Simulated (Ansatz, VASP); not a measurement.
**Al9Ga4P11O48 (Al_P1) in two plane-wave programs**

Wanted: the spread between two codes on one cell, functional and k mesh. The cell is taken from a series of runs on this material, whose earlier steps may have relaxed, scaled, displaced or heated it; both programs get it as it stands.

Method: plane waves, with VASP 6.6.1 beside it; single point at r2SCAN, in Ansatz 0.2.0.

## 1. The starting structure

The cell holds 72 atoms: 9 Al, 4 Ga, 11 P and 48 O. Its edges and angles: a = 9.916 Å, b = 9.916 Å, c = 11.035 Å, α = 90.6°, β = 90.6°, γ = 60.3°. It derives from Al2GaP3O12 (Al2GaP3O12 (C2)). Nearest the centre at fractional (0.498, 0.732, 0.333): Al5 at 0.18 Å, O64 at 1.64 Å, O38 at 1.65 Å, O71 at 1.84 Å, O45 at 1.84 Å, Ga13 at 3.05 Å, Al3 at 3.07 Å, Ga11 at 3.13 Å. The cell carries charge −1.

Structure file:

```xyz
72
Lattice="8.5754 -4.9779 -0.0427 8.5754 4.9779 -0.0427 -0.0839 0.0000 11.0343" Properties=species:S:1:pos:R:3 pbc="T T T"
Al    6.6147    1.2480    1.8979
Al    1.9601    1.1495    9.1775
Al   10.9409    3.5835    1.7745
Al   14.7933   -1.2901    9.1116
Al   10.3679    1.0718    3.5918
Al   10.8790   -1.4416    1.8115
Al    6.2473   -1.3026    9.1614
Al    6.5863   -3.8151    1.8140
Al   10.4711    1.1387    9.1445
Ga    4.2574    0.1472    5.5103
Ga    8.4693    2.6876    5.4263
Ga    8.6159   -2.3330    5.4019
Ga   12.7711    0.2816    5.4735
P     4.3486    0.2132    0.0065
P    10.8177    3.6361    7.3019
P     6.2857   -1.2876    3.6402
P     8.6024    2.6825   -0.0400
P     6.5399    1.2212    7.3619
P     8.5321   -2.3924   10.9533
P     6.6016   -3.7767    7.3089
P     1.9827    1.0788    3.6266
P    12.8491    0.1395   -0.0365
P    10.8778   -1.3200    7.3129
P    14.7452   -1.2476    3.6467
O     5.5803    1.2242    6.1539
O     6.8110   -0.3646    2.5337
O     4.8066   -0.6899    9.9173
O     2.9117    1.1853    4.8578
O     1.7509   -0.4314    8.4860
O     3.8033   -0.6777    1.1246
O     5.4486    1.1199    0.5727
O     6.7396   -0.2026    7.8999
O     4.8894   -0.8306    4.1083
O     3.1592    1.1044   10.4513
O     1.8277   -0.3702    3.1508
O     3.6484   -0.8869    6.8848
O     9.8291    3.7235    6.1329
O    11.1745    1.9787    2.3380
O     9.0100    1.7340    9.8867
O     7.0682    3.7943    4.9378
O     5.9445    2.0999    8.4791
O     8.0529    1.8404    1.1162
O     9.7405    3.5748    0.4738
O    10.9715    2.2173    7.8653
O     8.7975    1.7083    3.9912
O     7.4279    3.5969   10.4167
O     5.9860    2.3036    3.1425
O     7.9091    1.7645    6.9337
O     9.9459   -1.2970    6.0880
O    11.1371   -3.0797    2.4205
O     9.0160   -3.3073    9.8146
O     7.2433   -1.2683    4.8471
O     6.0487   -2.8678    8.4251
O     8.0553   -3.2696    1.0490
O     9.7757   -1.5442    0.4357
O    11.0501   -2.7445    7.8605
O     9.1591   -3.3986    4.0199
O     7.4488   -1.4444   10.4200
O     6.1333   -2.7028    3.0767
O     7.9955   -3.3016    6.8453
O    14.2190    1.2427    6.0683
O    15.3638   -0.3960    2.5174
O    13.3289   -0.7177    9.8507
O    11.4186    1.3309    4.9756
O    10.2698   -0.4387    8.4213
O    12.3369   -0.7898    1.0662
O    13.9451    1.0618    0.5204
O    15.3258   -0.2152    7.8400
O    13.3501   -0.7239    4.0374
O    11.6561    1.0330   10.4243
O    10.2100   -0.5745    3.1129
O    12.2691   -0.8075    6.8907
```

## 2. Ansatz: single point, r2SCAN

Ansatz runs on its default PAW (the set named soft_2) files.

A single point gives forces, pressure and levels at one fixed geometry, so differences don't come from the geometry; what else differs is listed under the comparison.

Input file input.yaml:

```yaml
crystal:
  checkpoint: "../qm1_M1.relax.run"
  host: checkpoint
total_charge: -1
basis:
  ecutwfc: 500
  xc_grid: 2
hamiltonian:
  xc: r2scan
kpoints:
  mp_grid: { grid: [1, 1, 1], shift: [0.25, 0.25, 0.25] }
magnetization:
  spin_polarized: true
  initial_magnetization: 1
  spin_locking: { lock_magnetization: hard }
scf:
  occupations: { method: fermi_dirac, width: 0.01 }
  max_iter: 60
output:
  forces: true
  eigenvalues: true
  charged_corrections:
    epsilon: [2.54, 2.5, 2.55]
    static_epsilon: [5.26, 4.93, 5.05]
    defect_position: [0.497818, 0.73189, 0.332605]
  eigenstates: { localisation: true }
  populations: true
  efg: {}
  band_densities: [{ bands: [v1, v1] }, { bands: [c1, c1] }]
  write_density: true
  write_potential: true
  volumetric_format: npy
checkpoint:
  write: "../qm1_M1.r2scan.run"
  compress: false
  write_wavefunctions: false
  write_every: 100000
```

Run with:

```bash
$ ansatz run input.yaml --threads 4 --pin off --max-ram 7536MiB --backend cpu --events-out ev --progress --plain --runs-dir out
```

Numbers of over 12 decimals in the logs are rounded to 6 here.

The program printed:

```text
Warning: This run holds its total moment fixed (magnetization.spin_locking.lock_magnetization: hard) and mixes its density by anderson or broyden (scf.mixing.algorithm, typed or taken by auto). Slabs with a fixed moment have converged under broyden above another state at the same moment, at the default mixing steps and at smaller ones, and under scf.lower_state_search: standard, light or off a state that such a mixer [...]
crystal.checkpoint: the structure is that of <dir>, a `relax` run, at its step 10: its result, under pbesol at a charge of -1 e; 72 atoms read, 2 with a starting moment; this deck's functional is r2scan; this run starts in the magnetic order that was found there; no density is read with it (checkpoint.read); crystal.structure_sha256 for this input is
Engine: ansatz 0.2.0, aarch64-unknown-linux-gnu
Pseudopotentials: kind: paw
Pseudopotential: Al, paw, valence charge 3, recommended cutoff 500 eV (meta_gga), Al.paw.azcp
Pseudopotential: Ga, paw, valence charge 13, recommended cutoff 500 eV (meta_gga), Ga.paw.azcp
Pseudopotential: P, paw, valence charge 5, recommended cutoff 500 eV (meta_gga), P.paw.azcp
Pseudopotential: O, paw, valence charge 6, recommended cutoff 500 eV (meta_gga), O.paw.azcp
Functional definition: r2SCAN
  parameter k0 = 0.174
  parameter k1 = 0.065
  parameter a1 = 4.9479
  exchange = r2scan_x(k0 = k0, k1 = k1, a1 = a1)
  correlation = r2scan_c
Crystal: 72 atoms, lattice volume = 942.028 Å³
Basis set: ecut = 500 eV, 23863 PW (Γ), exchange–correlation on 150×150×162 points (8 copies of the dense FFT grid, shifted against one another)
Bands: 284, of which v1, the nominal top of the filled ones, is band 212 counted from 1 (211 counted from 0)
Symmetry: 1 space group operations
Space group: P1 (ITA 1), of the structure as read, at distance tolerance 9.8e-5 Å
Magnetic group: BNS 1.1 (UNI 1), of the structure as read, at distance tolerance 9.8e-5 Å
k-points: 1
Non-local potential: Al, projectors of the file, l = 0: 2, l = 1: 2, l = 2: 1
Non-local potential: Ga, projectors of the file, l = 0: 2, l = 1: 2, l = 2: 3, l = 3: 1
Non-local potential: P, projectors of the file, l = 0: 2, l = 1: 2, l = 2: 2
Non-local potential: O, projectors of the file, l = 0: 2, l = 1: 2, l = 2: 1
PAW form: soft (Blöchl's): semilocal exchange-correlation on the pseudo side does not see the compensation charge
PAW frozen core: Al, regenerated for the run's functional (the file was generated under x = pbe(κ = 0.804, μ = 0.219515), c = pbe(β = 0.066725))
PAW frozen core: Ga, regenerated for the run's functional (the file was generated under x = pbe(κ = 0.804, μ = 0.219515), c = pbe(β = 0.066725))
PAW frozen core: P, regenerated for the run's functional (the file was generated under x = pbe(κ = 0.804, μ = 0.219515), c = pbe(β = 0.066725))
PAW frozen core: O, regenerated for the run's functional (the file was generated under x = pbe(κ = 0.804, μ = 0.219515), c = pbe(β = 0.066725))
PAW one-centre angular grid: Al, 302 points (default); XC on 160 Gauss nodes
PAW one-centre angular grid: Ga, 590 points (default); XC on 160 Gauss nodes
PAW one-centre angular grid: P, 302 points (default); XC on 160 Gauss nodes
PAW one-centre angular grid: O, 302 points (default); XC on 160 Gauss nodes
Initial density: superposition of atomic densities (chi_scale 0.1, normalization cell, long waves 10 % of neutral atoms scaled as one to the charged cell's electrons (reshape's long-wave potential 1.10 eV rms, cloud 1.88 Å wide))
Starting moments: Σ|m| = 1 μB on 2 of 72 sites
Initial wavefunctions: pseudopotential atomic-orbital guess
Functional: x = r2scan, c = r2scan; τ floored in thin density (d = 2e-4 eV/Å³)
SCF iter   1: F=—  HF=-55758.125297 eV  |F-HF|=—  |Δ(HF+E_count)|=         —  Δρ=6.03e-2 (↑5.97e-2 ↓6.03e-2)  dr2=1.27e2  dr2_τ=3.76e0  dr2_m=4.13e-1  M=1.000 μB ∫|m|=1.216 μB  β_m=1.20  ethr=3.10e-3  ⟨swp⟩=6.0  Hψ=2525  notcnv=0  defer=100
preconditioner: auto → Kerker (q_TF=auto, 2.387 Å⁻¹)  [metal: Δε(μ)=0.021 eV  Ē_g=19.272 eV  σ=0.010 eV  W_gap=0.49  n_scr=218 (ndim 8)  ℏωp=24.9 eV  f_vac=0.029  D(μ)=38.11/eV (n_scr^D=328)]
spin=Collinear: Kerker preconditioning applied to the charge; magnetization (m = ρ↑ − ρ↓) channel mixes plain (no charge-response kernel on spin).
[...]
E_corr1          = +0.822019  (monopole, q²α_M/2ε̄L, of the cell on which ε is isotropic)
  F Makov-Payne    = n/a  (the rows are of the electrons' constant alone; ansatz place-levels tells what screens the charge)
  no potential alignment in this run, which stands beside a crystal: run the host's input off ansatz write-host-input, and read the two finished runs by ansatz place-levels (neither reads a slab, a wire or a sheet, whose cell leaves a vacuum)
--- Band table (eV) ---
  k-point 0 ↑: bands = [... 208 lower, 2.1642, 2.1938, 2.3159, 2.5784, 8.1631, 9.1513, 9.3026, 9.4571, ... 68 higher]
  k-point 0 ↓: bands = [... 208 lower, 2.3712, 2.7526, 2.8476, 3.2079, 8.1750, 9.1538, 9.3169, 9.4794, ... 68 higher]
--- Löwdin populations: 72 sites ---
  site symbol       q [e]    m [muB]
     0     Al      1.5382    -0.0005
     1     Al      1.5416    -0.0001
     2     Ga     11.7862    -0.0002
     3      P      2.6877    -0.0001
     4      P      2.7008    -0.0001
     5      P      2.6962    -0.0000
     6      O      6.7682     0.0000
     7      O      6.8286     0.0003
     8      O      6.8402     0.0000
     9      O      6.7698     0.0001
    10      O      6.8393     0.0001
    11      O      6.8334     0.0005
    12      O      6.8306    -0.0000
    13      O      6.8342     0.0001
    14      O      6.7653     0.0002
    15      O      6.8329     0.0001
    16      O      6.8223     0.0037
    17      O      6.7674     0.0002
    18     Al      1.5503    -0.0089
    19     Al      1.5416    -0.0001
    20     Ga     11.8274    -0.0057
    21      P      2.6878    -0.0006
    22      P      2.7050    -0.0001
    23     Al      1.6040    -0.0393
[...]
64      O      6.8361     0.0001
    65      O      6.8268    -0.0002
    66      O      6.8343     0.0002
    67      O      6.8304     0.0000
    68      O      6.7635     0.0003
    69      O      6.8317     0.0017
    70      O      6.8732     0.1598
    71      O      6.7639     0.0093
  spilling = 0.012628 (of n_electrons = 423.000000)
--- Band densities, each state counted as filled ---
  window                                       electrons  max residual (eV)  cut levels
  bands: [v1, v1]                    1.000000 + 1.000000             2.0e-4           0
  bands: [c1, c1]                    1.000000 + 1.000000             2.8e-4           0
```

(Continued in part 2 of 2.)

[Lines on the potential files, build, host, timing and source positions are cut from VASP's logs without a mark.]

[Logs are printed without paths, hosts, clocks, repeated set-up lines and the standing remarks that a program may print on its own settings, such as how far it seeks lower states.]

[Hosts, paths, dates, database ids (printed as entryN), source tags and the programs' standing remarks are cut or masked in the printed files.]
